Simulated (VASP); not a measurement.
Method: PBEsol GGA, VASP's PBE PAW potentials (set 64) (plane waves; VASP).

The input files of a VASP run:

**INCAR**
```
ALGO = Normal
SIGMA = 0.05   ! width (eV)
ENCUT = 520   ! plane-wave cut-off (eV)
NELM = 100   ! most electronic steps
ISMEAR = 0
ISIF = 4
GGA = PS   ! PBEsol
SYSTEM = Se
IBRION = 2
LWAVE = F
LASPH = T   ! aspherical one-centre terms
NSW = 30   ! most ionic steps
EDIFFG = -0.01   ! ionic stop
LCHARG = F
LMAXMIX = 4   ! l cut-off of mixed one-centre charges
PREC = Accurate
LREAL = F   ! projection in real space or not
EDIFF = 1E-7   ! SCF stop (eV)
```

**KPOINTS**
```
Automatic mesh
0
Gamma
8 8 5
0 0 0
```

### POSCAR
```
Se
1.0
  1.9992753965  -3.4628465540   0.0000000000
  1.9992753965   3.4628465540   0.0000000000
  0.0000000000   0.0000000000   5.0752812402
Se
3
Direct
  0.0000000000   0.2490637901   0.6666670000
  0.7509362099   0.7509362099   0.0000000000
  0.2490637901   0.0000000000   0.3333330000
```

POTCAR, in this order: Se (PBE.64 set). Program: vasp_std.

The run wrote:

### OSZICAR
```
       N       E                     dE             d eps       ncg     rms          rms(c)
DAV:   1     0.855672676963E+02    0.85567E+02   -0.75005E+03  1040   0.117E+03
DAV:   2    -0.576330316512E+01   -0.91331E+02   -0.87559E+02  1386   0.182E+02
DAV:   3    -0.115645553057E+02   -0.58013E+01   -0.57555E+01  1235   0.522E+01
DAV:   4    -0.116197706663E+02   -0.55215E-01   -0.55130E-01  1200   0.590E+00
DAV:   5    -0.116202040127E+02   -0.43335E-03   -0.43331E-03  1265   0.503E-01    0.746E+00
DAV:   6    -0.115664726125E+02    0.53731E-01   -0.33004E-02  1135   0.132E+00    0.459E+00
DAV:   7    -0.115475515295E+02    0.18921E-01   -0.61886E-02  1115   0.178E+00    0.181E-01
DAV:   8    -0.115466932249E+02    0.85830E-03   -0.95702E-03  1070   0.700E-01    0.103E-01
DAV:   9    -0.115467340411E+02   -0.40816E-04   -0.24839E-04  1320   0.126E-01    0.303E-02
DAV:  10    -0.115467343879E+02   -0.34678E-06   -0.27344E-05  1150   0.405E-02    0.639E-03
DAV:  11    -0.115467345800E+02   -0.19215E-06   -0.67180E-06  1205   0.173E-02    0.400E-03
DAV:  12    -0.115467342275E+02    0.35250E-06   -0.13302E-06  1080   0.827E-03    0.108E-03
DAV:  13    -0.115467341112E+02    0.11634E-06   -0.19253E-07   700   0.290E-03    0.293E-04
DAV:  14    -0.115467340530E+02    0.58139E-07   -0.47051E-08   565   0.155E-03
   1 F= -.11546734E+02 E0= -.11546734E+02  d E =-.115467E+02
       N       E                     dE             d eps       ncg     rms          rms(c)
DAV:   1    -0.115526468509E+02   -0.59127E-02   -0.48497E-01  1040   0.432E+00    0.381E-01
DAV:   2    -0.115545416772E+02   -0.18948E-02   -0.24476E-02  1245   0.105E+00    0.103E-01
DAV:   3    -0.115543025167E+02    0.23916E-03   -0.34110E-04  1140   0.141E-01    0.554E-02
DAV:   4    -0.115542549720E+02    0.47545E-04   -0.22989E-04  1215   0.993E-02    0.162E-02
DAV:   5    -0.115542553136E+02   -0.34162E-06   -0.29921E-05  1055   0.387E-02    0.778E-03
DAV:   6    -0.115542550128E+02    0.30083E-06   -0.17356E-06  1150   0.103E-02    0.318E-03
DAV:   7    -0.115542549676E+02    0.45184E-07   -0.17601E-07   887   0.357E-03
   2 F= -.11554255E+02 E0= -.11554255E+02  d E =-.752091E-02
       N       E                     dE             d eps       ncg     rms          rms(c)
DAV:   1    -0.115547565117E+02   -0.50150E-03   -0.53916E-01  1040   0.455E+00    0.392E-01
DAV:   2    -0.115568956045E+02   -0.21391E-02   -0.27257E-02  1245   0.111E+00    0.108E-01
DAV:   3    -0.115566394799E+02    0.25612E-03   -0.36010E-04  1130   0.146E-01    0.584E-02
DAV:   4    -0.115565868437E+02    0.52636E-04   -0.24862E-04  1190   0.104E-01    0.165E-02
DAV:   5    -0.115565873719E+02   -0.52821E-06   -0.33158E-05  1075   0.407E-02    0.816E-03
DAV:   6    -0.115565870472E+02    0.32466E-06   -0.19067E-06  1145   0.109E-02    0.339E-03
DAV:   7    -0.115565869942E+02    0.52960E-07   -0.18546E-07   908   0.369E-03
   3 F= -.11556587E+02 E0= -.11556587E+02  d E =-.985294E-02
       N       E                     dE             d eps       ncg     rms          rms(c)
DAV:   1    -0.115565912179E+02   -0.41707E-05   -0.22265E-03  1040   0.293E-01    0.257E-02
DAV:   2    -0.115566005377E+02   -0.93198E-05   -0.11178E-04  1235   0.711E-02    0.686E-03
DAV:   3    -0.115565998112E+02    0.72649E-06   -0.14176E-06  1130   0.920E-03    0.369E-03
DAV:   4    -0.115565998943E+02   -0.83126E-07   -0.98141E-07  1190   0.651E-03
   4 F= -.11556600E+02 E0= -.11556600E+02  d E =-.986584E-02
       N       E                     dE             d eps       ncg     rms          rms(c)
DAV:   1    -0.115566962091E+02   -0.96398E-04   -0.36416E-03  1045   0.375E-01    0.321E-02
DAV:   2    -0.115566774541E+02    0.18755E-04   -0.93097E-05  1245   0.670E-02    0.170E-02
DAV:   3    -0.115566701542E+02    0.72999E-05   -0.17823E-05  1130   0.283E-02    0.404E-03
DAV:   4    -0.115566702836E+02   -0.12941E-06   -0.18367E-06  1205   0.942E-03    0.220E-03
DAV:   5    -0.115566702933E+02   -0.97526E-08   -0.31184E-08   555   0.138E-03
   5 F= -.11556670E+02 E0= -.11556670E+02  d E =-.703990E-04
```

### OUTCAR
```
------------------------ aborting loop because EDIFF is reached ----------------------------------------
  FORCE on cell =-STRESS in cart. coord.  units (eV):
  Direction    XX          YY          ZZ          XY          YZ          ZX
  --------------------------------------------------------------------------------------
  Total        0.3127017      0.3127017      0.3540543      0.0000000      0.0000000      0.0000000
  in kB        7.1292675      7.1292674      8.0720619      0.0000000      0.0000000      0.0000000
  external PRESSURE =       7.4435322 kB  Pullay stress =       0.0000000 kB
  volume of cell :       70.27
      direct lattice vectors                 reciprocal lattice vectors
     1.988130158 -3.443542434  0.000000000     0.251492589 -0.145199314 -0.000000000
     1.988130158  3.443542434 -0.000000000     0.251492589  0.145199314  0.000000000
     0.000000000 -0.000000000  5.132343670     0.000000000  0.000000000  0.194842759
 POSITION                                       TOTAL-FORCE (eV/Angst)
 -----------------------------------------------------------------------------------
      2.49418     -2.56704      3.42156        -0.003540     -0.006131      0.000000
      2.96416     -0.00000      0.00000         0.007079     -0.000000      0.000000
      2.49418      2.56704      1.71078        -0.003540      0.006131     -0.000000
 -----------------------------------------------------------------------------------
    total drift:                               -0.000235     -0.000431      0.000012
  FREE ENERGIE OF THE ION-ELECTRON SYSTEM (eV)
  ---------------------------------------------------
  free  energy   TOTEN  =       -11.5566702933 eV

  energy  without entropy=      -11.5566702933  energy(sigma->0) =      -11.55667029

 reached required accuracy - stopping structural energy minimisation
```
(Selected blocks of OUTCAR.)

### CONTCAR
```
Se
   1.00000000000000
     1.9881301582445083   -3.4435424344298022    0.0000000000000000
     1.9881301582445083    3.4435424344298022   -0.0000000000000000
     0.0000000000000000   -0.0000000000000000    5.1323436700818705
  Se
     3
Direct
     0.9999999999998902    0.2545358436673775    0.6666669999999968
     0.7454641563327323    0.7454641563327323    0.0000000000000000
     0.2545358436673775    0.9999999999998902    0.3333330000000032
```

File OUTCAR:
```
 val. band max:        3.9432765576   @ k =   0.3750   0.2500   0.4000

 cond. band min:       4.8480574632   @ k =   0.0000   0.0000   0.4000


 Fermi energy:         4.1557761636

 k-point     1 :       0.0000    0.0000    0.0000
  band No.  band energies     occupation
      1     -12.1354      2.00000
      2      -7.9854      2.00000
      3      -7.9853      2.00000
      4       0.3763      2.00000
      5       0.6842      2.00000
      6       0.6842      2.00000
      7       2.1446      2.00000
      8       2.1446      2.00000
      9       3.4242      2.00000
     10       5.4520      0.00000
     11       5.4520      0.00000
     12       6.1022      0.00000
     13      10.3018      0.00000

 k-point     2 :       0.1250    0.0000    0.0000
  band No.  band energies     occupation
      1     -12.0174      2.00000
      2      -8.0292      2.00000
      3      -7.9525      2.00000
      4      -0.4274      2.00000
      5       0.1919      2.00000
      6       0.5653      2.00000
      7       2.3917      2.00000
      8       2.7994      2.00000
      9       3.4177      2.00000
     10       5.2107      0.00000
     11       5.4043      0.00000
     12       6.0549      0.00000
     13      10.0441      0.00000

 k-point     3 :       0.2500    0.0000    0.0000
  band No.  band energies     occupation
      1     -11.6900      2.00000
      2      -8.2144      2.00000
      3      -7.8679      2.00000
      4      -1.3210      2.00000
      5      -0.4629      2.00000
      6       0.1744      2.00000
      7       2.2504      2.00000
      8       2.7743      2.00000
      9       3.1851      2.00000
     10       5.3587      0.00000
     11       5.5718      0.00000
     12       6.5353      0.00000
     13       9.1155      0.00000

 k-point     4 :       0.3750    0.0000    0.0000
  band No.  band energies     occupation
      1     -11.2623      2.00000
      2      -8.5609      2.00000
      3      -7.7757      2.00000
...
```

Without a dispersion term in the relaxation, distances and binding between the weakly bound layers, chains or molecules are unreliable, and so is what depends on them.

The compound is Se in the trig structure. This cell is one point of a volume scan, at 0.97 of the reference volume. Symmetry was kept, so distortions that lower it aren't found.
